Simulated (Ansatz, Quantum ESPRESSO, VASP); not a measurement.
NiMoIrPdW: 3 runs at one level of theory

```xyz
5
Lattice="2.7608 0.0000 0.0000 -1.3804 2.3909 0.0000 0.0000 0.0000 11.3405" Properties=species:S:1:pos:R:3 pbc="T T T"
Ni   -0.0218   -0.0171    8.0376
Mo    1.4287    0.8047    3.3133
Pd    1.3867    0.8106   10.2172
Ir   -0.0004    0.0319    1.1833
W     1.3857    0.7780    5.9998
```

The cell comes from a database or a generator and needn't be the stable form of this composition.

Atoms were shifted at random by some hundredths of an Å from the given cell, which wasn't relaxed again for these runs.

Alike in all runs: task single point; functional PBE; k mesh 11 × 11 × 3; occupations fermi-dirac, width 0.05 eV; collinear spin, ferromagnetic start; no spin-orbit coupling. Pressure is positive in compression and, in plane waves, holds the error of the finite cutoff.

```
                             program and potentials  plane-wave cutoff (eV)                                      notes  pressure (GPa)  net moment per atom (μB)  largest force (eV/Å)
     Ansatz, all-electron LAPW, scalar-relativistic                       -                                          -            0.02                      0.00                 0.515
VASP, PBE PAW files Ir, Mo_sv, Ni, Pd, W_sv, 520 eV                     520  11.4 valence electrons an atom on average            0.44                      0.00                 0.530
          Quantum ESPRESSO, SSSP 1.3 efficiency PBE                     816  15.8 valence electrons an atom on average           -0.14                      0.00                 0.525
```

Force on atom 2 (Mo), eV/Å:

| program and potentials | x | y | z |
| --- | --- | --- | --- |
| Ansatz, all-electron LAPW, scalar-relativistic | -0.048 | 0.199 | 0.473 |
| VASP, PBE PAW files Ir, Mo_sv, Ni, Pd, W_sv, 520 eV | -0.048 | 0.199 | 0.489 |
| Quantum ESPRESSO, SSSP 1.3 efficiency PBE | -0.047 | 0.198 | 0.484 |

The pressure spans -0.14 (Quantum ESPRESSO, SSSP 1.3 efficiency PBE) to 0.44 GPa (VASP, PBE PAW files Ir, Mo_sv, Ni, Pd, W_sv, 520 eV), with all-electron results at 0.02. All agree on the net moment per atom. The state is the one that the start led to, which needn't be the lowest.

Differences between rows come from potentials, basis sets and numerical settings, since the functional is the same but for its coding. Runs on potential files found faulty are left out.
